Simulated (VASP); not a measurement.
An input for Quantum ESPRESSO's pw.x (written as the equivalent of a VASP run, and not itself run):

```
&CONTROL
  calculation = 'scf'
  pseudo_dir = './pseudo'
  outdir = './out'
  tprnfor = .true.
  tstress = .true.
/
&SYSTEM
  ibrav = 0
  nat = 1
  ntyp = 1
  ecutwfc = 70
  occupations = 'smearing'
  smearing = 'methfessel-paxton'
  degauss = 0.00735
  input_dft = 'pbe'
/
&ELECTRONS
  conv_thr = 7.3e-08
  electron_maxstep = 100
/
ATOMIC_SPECIES
  In 114.818 In.upf
CELL_PARAMETERS angstrom
    -1.6058150    1.6233970    2.4289540
     1.6058150   -1.6233970    2.4289540
     1.6058150    1.6233970   -2.4289540
ATOMIC_POSITIONS crystal
  In   0.0000000  0.0000000  0.0000000
K_POINTS automatic
  14 14 14 0 0 0
```

Task: Translate this input to VASP (INCAR, KPOINTS, POSCAR, choice of POTCAR).

Result: Several could match; the one computed here: 
File KPOINTS:
```
Automatic mesh
0
Gamma
14 14 14
0 0 0
```

**POSCAR**
```
In
1
   -1.6058150000     1.6233970000     2.4289540000
    1.6058150000    -1.6233970000     2.4289540000
    1.6058150000     1.6233970000    -2.4289540000
In
1
Direct
  0.0000000000   0.0000000000   0.0000000000
```

**INCAR**
```
SYSTEM = In
PREC = Accurate
ENCUT = 400
EDIFF = 1E-6
NELM = 100
ALGO = All
LREAL = .FALSE.
LASPH = .TRUE.
ISMEAR = 1
SIGMA = 0.1
GGA = PE
LMAXMIX = 4
LWAVE = .FALSE.
LCHARG = .FALSE.
ISIF = 2
```

POTCAR, in this order: In_d (PBE.64 set). Program: vasp_std.

The two are equivalent in intent, not identical: the potentials are each code's own (VASP's PAW set, PseudoDojo norm-conserving files in pw.x), so ENCUT and ecutwfc are chosen apart and not converted; conv_thr bounds pw.x's estimated SCF error, while EDIFF bounds the energy change between steps.

The compound is In in the bct structure. The cell was not relaxed at this level. The run is one of a series of settings (ALGO = All against the base run), some of them coarse on purpose.
